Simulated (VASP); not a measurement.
All values below come from revTPSS meta-GGA, VASP's PBE PAW potentials (set 64) (plane waves; VASP).

A VASP calculation is set up with these files.

**KPOINTS**
```
Regular mesh
0
Gamma
 12 12 7
```

**INCAR**
```
# general
SYSTEM  = Gd
PREC    = Accurate
ENCUT   = 520   # plane-wave cut-off (eV)
LREAL   = .FALSE.
LASPH   = .TRUE.   # aspherical one-centre terms

# electronic loop
EDIFF   = 1E-7
NELM    = 100   # most electronic steps
ALGO    = Normal   # blocked Davidson
LMAXMIX = 6
LMIXTAU = .TRUE.

# smearing
ISMEAR  = 1   # Methfessel-Paxton
SIGMA   = 0.1   # width (eV)

# functional
METAGGA = RTPSS

# ions
IBRION  = 2
NSW     = 30
ISIF    = 4   # ions and shape, fixed volume
EDIFFG  = -0.01

# output
LWAVE   = .FALSE.
LCHARG  = .FALSE.
```

File POSCAR:
```
Gd
1.0
  1.7619532095  -3.0517922739   0.0000000000
  1.7619532095   3.0517922739   0.0000000000
  0.0000000000   0.0000000000   5.5205718126
Gd
2
Cartesian
  1.7619532095   1.0172661258   1.3801429532
  1.7619532095  -1.0172661258   4.1404288595
```

POTCAR, in this order: Gd_3 (PBE.64 set). Program: vasp_std.

The resulting files:

OSZICAR:
```
       N       E                     dE             d eps       ncg     rms          rms(c)
DAV:   1     0.120916125160E+03    0.12092E+03   -0.10409E+04  1976   0.147E+03
DAV:   2     0.619440428509E+02   -0.58972E+02   -0.57668E+02  2131   0.302E+02
DAV:   3     0.592411443318E+02   -0.27029E+01   -0.25353E+01  2790   0.374E+01
DAV:   4     0.591640866372E+02   -0.77058E-01   -0.76222E-01  2604   0.608E+00
DAV:   5     0.591610928888E+02   -0.29937E-02   -0.29927E-02  3098   0.921E-01    0.278E+01
DAV:   6     0.514840998432E+02   -0.76770E+01   -0.54867E+01  1976   0.101E+03    0.158E+01
DAV:   7     0.398767297833E+02   -0.11607E+02   -0.12392E+02  3472   0.487E+01    0.706E-01
DAV:   8     0.513101015850E+02    0.11433E+02   -0.31092E+01  2012   0.159E+01    0.332E-01
DAV:   9     0.524449981215E+02    0.11349E+01   -0.32666E+02  1976   0.719E+03    0.288E-01
DAV:  10     0.524938186601E+02    0.48821E-01   -0.39777E-01  3301   0.294E+00    0.246E-01
DAV:  11     0.525525226028E+02    0.58704E-01   -0.38577E-02  3290   0.112E+00    0.124E-01
DAV:  12     0.510906548564E+02   -0.14619E+01   -0.61797E-01  1986   0.109E+01    0.350E-01
DAV:  13     0.510880514211E+02   -0.26034E-02   -0.16297E-03  2519   0.318E-01    0.126E-01
DAV:  14     0.526288462029E+02    0.15408E+01   -0.38319E+02  1976   0.842E+03    0.347E-02
DAV:  15     0.510879923202E+02   -0.15409E+01   -0.59996E-01  1981   0.108E+01    0.667E-02
DAV:  16     0.510878762876E+02   -0.11603E-03   -0.26417E-04  2206   0.188E-01    0.475E-02
DAV:  17     0.510879040618E+02    0.27774E-04   -0.85540E-06  2609   0.294E-02    0.555E-02
DAV:  18     0.510878843680E+02   -0.19694E-04   -0.27852E-06  2246   0.186E-02    0.344E-02
DAV:  19     0.510878834451E+02   -0.92294E-06   -0.54463E-07  2311   0.746E-03    0.255E-02
DAV:  20     0.510878724680E+02   -0.10977E-04   -0.20743E-06  2086   0.152E-02    0.106E-02
DAV:  21     0.510878693090E+02   -0.31590E-05   -0.13817E-06  2106   0.116E-02    0.546E-03
DAV:  22     0.510878720409E+02    0.27320E-05   -0.86076E-07  2046   0.131E-02    0.965E-03
DAV:  23     0.510878689745E+02   -0.30664E-05   -0.57507E-07  2036   0.977E-03    0.395E-03
DAV:  24     0.510878696439E+02    0.66938E-06   -0.10833E-07  1682   0.456E-03    0.272E-03
DAV:  25     0.510878689941E+02   -0.64976E-06   -0.78144E-08  1532   0.378E-03    0.159E-03
DAV:  26     0.510878690921E+02    0.97994E-07   -0.84063E-09  1073   0.130E-03
   1 F= 0.51087869E+02 E0= 0.51087542E+02  d E =0.510879E+02
       N       E                     dE             d eps       ncg     rms          rms(c)
DAV:   1     0.510865559923E+02   -0.13130E-02   -0.51430E-02  1996   0.167E+00    0.138E-01
DAV:   2     0.510872627335E+02    0.70674E-03   -0.81676E-04  2271   0.241E-01    0.864E-02
DAV:   3     0.510874467034E+02    0.18397E-03   -0.47958E-04  2321   0.157E-01    0.537E-02
DAV:   4     0.510874946350E+02    0.47932E-04   -0.75777E-05  2490   0.764E-02    0.134E-02
DAV:   5     0.510874458088E+02   -0.48826E-04   -0.30676E-05  2066   0.555E-02    0.123E-02
DAV:   6     0.510874537740E+02    0.79652E-05   -0.45998E-06  2066   0.191E-02    0.808E-03
DAV:   7     0.510874456774E+02   -0.80967E-05   -0.55425E-06  2006   0.215E-02    0.178E-03
DAV:   8     0.510874453232E+02   -0.35411E-06   -0.23687E-07  2275   0.400E-03    0.868E-04
DAV:   9     0.510874453175E+02   -0.57614E-08   -0.68450E-09  1063   0.580E-04
   2 F= 0.51087445E+02 E0= 0.51087258E+02  d E =-.423775E-03
       N       E                     dE             d eps       ncg     rms          rms(c)
DAV:   1     0.510866900897E+02   -0.75523E-03   -0.36523E-02  1996   0.140E+00    0.116E-01
DAV:   2     0.510871966395E+02    0.50655E-03   -0.58012E-04  2276   0.203E-01    0.735E-02
DAV:   3     0.510873270331E+02    0.13039E-03   -0.34298E-04  2321   0.132E-01    0.470E-02
DAV:   4     0.510873665133E+02    0.39480E-04   -0.57021E-05  2462   0.671E-02    0.109E-02
DAV:   5     0.510873263249E+02   -0.40188E-04   -0.25173E-05  2061   0.496E-02    0.105E-02
DAV:   6     0.510873323750E+02    0.60501E-05   -0.34776E-06  2071   0.163E-02    0.731E-03
DAV:   7     0.510873261720E+02   -0.62030E-05   -0.40432E-06  2001   0.182E-02    0.138E-03
DAV:   8     0.510873259737E+02   -0.19833E-06   -0.16139E-07  2077   0.333E-03    0.738E-04
DAV:   9     0.510873259698E+02   -0.38624E-08   -0.66640E-09  1018   0.578E-04
   3 F= 0.51087326E+02 E0= 0.51087261E+02  d E =-.543122E-03
```

File OUTCAR:
```
------------------------ aborting loop because EDIFF is reached ----------------------------------------
  FORCE on cell =-STRESS in cart. coord.  units (eV):
  Direction    XX          YY          ZZ          XY          YZ          ZX
  --------------------------------------------------------------------------------------
  Total        0.8751166      0.8751165      0.8797773      0.0000000     -0.0000000      0.0000000
  in kB       23.6163686     23.6163652     23.7421434      0.0000000     -0.0000000      0.0000000
  external PRESSURE =      23.6582924 kB  Pullay stress =       0.0000000 kB
  volume of cell :       59.37
      direct lattice vectors                 reciprocal lattice vectors
     1.757003266 -3.043218705  0.000000000     0.284575453 -0.164299726 -0.000000000
     1.757003266  3.043218705 -0.000000000     0.284575453  0.164299726  0.000000000
     0.000000000 -0.000000000  5.551721484     0.000000000  0.000000000  0.180124310
 POSITION                                       TOTAL-FORCE (eV/Angst)
 -----------------------------------------------------------------------------------
      1.75700      1.01441      1.38793        -0.000000      0.000000     -0.000000
      1.75700     -1.01441      4.16379         0.000000     -0.000000      0.000000
 -----------------------------------------------------------------------------------
    total drift:                                0.000000      0.000108     -0.000011
  FREE ENERGIE OF THE ION-ELECTRON SYSTEM (eV)
  ---------------------------------------------------
  free  energy   TOTEN  =        51.0873259698 eV

  energy  without entropy=       51.0871304106  energy(sigma->0) =       51.08726078

 reached required accuracy - stopping structural energy minimisation
```
(Selected blocks of OUTCAR.)

File CONTCAR:
```
Gd
   1.00000000000000
     1.7570032656352015   -3.0432187052553901    0.0000000000000000
     1.7570032656352015    3.0432187052553901   -0.0000000000000000
     0.0000000000000000   -0.0000000000000000    5.5517214844302298
  Gd
     2
Direct
     0.3333330000000032    0.6666669999999968    0.2500000000000000
     0.6666669999999968    0.3333330000000032    0.7500000000000000
```

The 4f electrons are frozen in the core of the lanthanide potential, so 4f levels, which can set the real gap, and their magnetism are missing.

The compound is Gd in the hcp structure. This cell is one point of a volume scan, at 0.94 of the reference volume. Symmetry was kept, so distortions that lower it aren't found.
